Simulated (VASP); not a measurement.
Co:

```
CELL_PARAMETERS angstrom
2.50740 0.00000 0.00000
-1.25370 2.17147 0.00000
0.00000 0.00000 4.06990
ATOMIC_POSITIONS crystal
Co 0.33333 0.66667 0.25000
Co 0.66667 0.33333 0.75000
```

```yaml
Program: VASP 6.6.1
Task: relaxation of cell and atoms
Functional: PBEsol
Potentials_or_basis: VASP PAW PBE potentials, release 64 (Co)
Cutoff: 600 eV
k_mesh: 18 × 18 × 9
Occupations: methfessel-paxton, width 0.1 eV
Spin: collinear spin, ferromagnetic start
Starting_moments: "[3.0, 3.0] μB"
```

At the start: pressure -14.9 GPa; volume 11.08 Å³/atom.

Question: How do energy, volume and symmetry change on relaxing?

Answer: Over 9 steps the energy falls by 37.8 meV/atom and the volume is 10.32 Å³/atom (-6.8 %); space group P6_3/mmc (No. 194, to 0.05 Å); moment 3.11 μB per cell.

The path:
```
step  energy change (eV)  largest force (eV/Å)  pressure (GPa)  volume (Å³)
   1              0.0000                0.0000          -14.94        22.16
   2              0.0442                0.0000           25.26        19.01
   3             -0.0753                0.0000           -0.33        20.68
   4             -0.0753                0.0000           -0.05        20.65
   5             -0.0753                0.0000            0.31        20.62
   6             -0.0755                0.0000            0.39        20.62
   7             -0.0755                0.0000            0.39        20.62
   8             -0.0755                0.0000           -0.35        20.68
   9             -0.0755                0.0000           -0.03        20.64
```

Final structure:
```yaml
crystal:
  lattice:
    - [2.45307, 0.00000, 0.00000]
    - [-1.22654, 2.12442, 0.00000]
    - [0.00000, 0.00000, 3.96122]
  atoms:
    - { symbol: Co, position: [0.33333, 0.66667, 0.25000] }
    - { symbol: Co, position: [0.66667, 0.33333, 0.75000] }
```

Caveat: the PAW data sets were made with another functional, which shifts forces and pressure a little.
